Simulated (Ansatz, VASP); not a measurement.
**One calculation of NbTe, two programs**

Contents of POSCAR:

```
NbTe
1.0
    3.7029743866      0.0000000000      0.0000000000
   -1.8514871933      3.2068698884      0.0000000000
    0.0000000000      0.0000000000      3.6942110000
Te Nb
1 1
Direct
    0.6666666667      0.3333333333      0.0000000000
    0.0000000000      0.0000000000      0.5000000000
```

File INCAR.step1:

```
  PREC = Accurate
  ENCUT = 520
  EDIFF = 1E-5
  ISMEAR = -1
  SIGMA = 0.05
  LREAL = False
  LASPH = True
  NELM = 80
  ALGO = Normal
  ISIF = 2
  LWAVE = True
  NBANDS = 16
  GGA = PE
```

Contents of INCAR.step2:

```
  PREC = Accurate
  ENCUT = 520
  EDIFF = 1E-6
  ISMEAR = -1
  SIGMA = 0.05
  LREAL = False
  LASPH = True
  NELM = 80
  ALGO = Normal
  ISIF = 2
  LWAVE = False
  LCHARG = False
  GGA = PE
  LHFCALC = True
  HFSCREEN = 0.6
  AEXX = 0.25
  PRECFOCK = Fast
  NBANDS = 16
  ISTART = 1
```

KPOINTS

```
Automatic mesh
0
Gamma
  4 4 4
```

Contents of input.yaml:

```yaml
crystal:
  lattice:
    - [3.7029743866, 0.0, 0.0]
    - [-1.8514871933, 3.2068698884, 0.0]
    - [0.0, 0.0, 3.694211]
  atoms:
    - { symbol: Te, position: [0.6666666667, 0.3333333333, 0.0] }
    - { symbol: Nb, position: [0.0, 0.0, 0.5] }
hamiltonian:
  xc: { exchange: pbe, correlation: pbe, exx: { coeff: 0.25, omega: 0.6 } }
  pseudopotentials: { kind: paw }
kpoints:
  mp_grid: { grid: [4, 4, 4] }
scf:
  occupations: { method: fermi_dirac, width: 0.05 }
output:
  forces: true
  stress: true
  eigenvalues: true
```

The cell comes from a database or a generator and needn't be the stable form of this composition.

Alike in both runs: task single point; functional HSE(alpha, omega); k mesh 4 × 4 × 4; occupations fermi-dirac, width 0.05 eV; no spin polarisation.

|  | VASP | Ansatz |
| --- | --- | --- |
| version | VASP 6.6.1 | Ansatz 0.2.0 |
| potentials or method | VASP PAW PBE potentials, release 64 (Te, Nb_sv) | Ansatz PAW |
| plane-wave cutoff (eV) | 520 | 420 |
| valence electrons in the cell | 19 | 29 |

VASP gave:

| Item | Value |
| --- | --- |
| gap on the k mesh at the Fermi level (eV) | none |
| pressure (GPa) | -3.2 |
| largest component of the traceless stress (GPa) | 1.94 |

Problem. Which values does Ansatz return?

Solution. gap on the k mesh at the Fermi level (eV): none; pressure (GPa): -2.8; largest component of the traceless stress (GPa): 1.88.

A gap of «none» marks a metal or a gap that the smearing closes. The two sets of potentials don't hold the same shells in valence.

Caveats: the k mesh is coarse (spacing up to 0.49 Å⁻¹), so the values aren't converged, least of all with exact exchange; the PAW data sets were made with another functional, which shifts forces and pressure a little (VASP); the PAW data sets come from PBE, with cores solved anew for the run's functional, which leaves a small shift of forces and pressure (Ansatz); the thresholds are loose for stress (Ansatz). Spin-orbit coupling is left out, which matters for the levels of Te.
